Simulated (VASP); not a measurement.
A convergence study with VASP on Ni (space group Fm-3m): a few settings are varied, all else stays as given below, so the limit is that of these other settings.

```yaml
crystal:
  lattice:
    - [0.00000, 1.75472, 1.75472]
    - [1.75472, 0.00000, 1.75472]
    - [1.75472, 1.75472, 0.00000]
  atoms:
    - { symbol: Ni, position: [0.00000, 0.00000, 0.00000], spin: 1.0 }
```

These are PBE GGA, VASP's PBE PAW potentials (set 64) (plane waves; VASP) values and carry that method's errors. The last row used: 300 eV cut-off, 16×16×16 Γ-centred mesh, Gaussian smearing of 0.10 eV, potentials Ni.

| setting | E (eV/atom) | pressure (GPa) | moment (μB) | irreducible k-points |
|---|---|---|---|---|
| EDIFF = 1E-01 | -5.4835 | 3.06 | 0.595 | 145 |
| EDIFF = 1E-02 | -5.4812 | 1.85 | 0.591 | 145 |
| EDIFF = 1E-03 | -5.4807 | 0.96 | 0.595 | 145 |
| EDIFF = 1E-04 | -5.4807 | 0.44 | 0.594 | 145 |
| EDIFF = 1E-05 | -5.4807 | 0.59 | 0.594 | 145 |
| EDIFF = 1E-06 | -5.4807 | 0.92 | 0.594 | 145 |
| EDIFF = 1E-07 | -5.4807 | 0.86 | 0.594 | 145 |
| EDIFF = 1E-08 | -5.4807 | 0.86 | 0.594 | 145 |
| EDIFF = 1E-10 | -5.4807 | 0.86 | 0.594 | 145 |

Left out are rungs that failed or repeat a setting and relaxations that didn't move; long series are thinned to 24 rows.

The structure is a typed Ni crystal (space group no. 225). The cell was not relaxed at this level. The spin order is the one that the start imposed; others were not tried in this run.
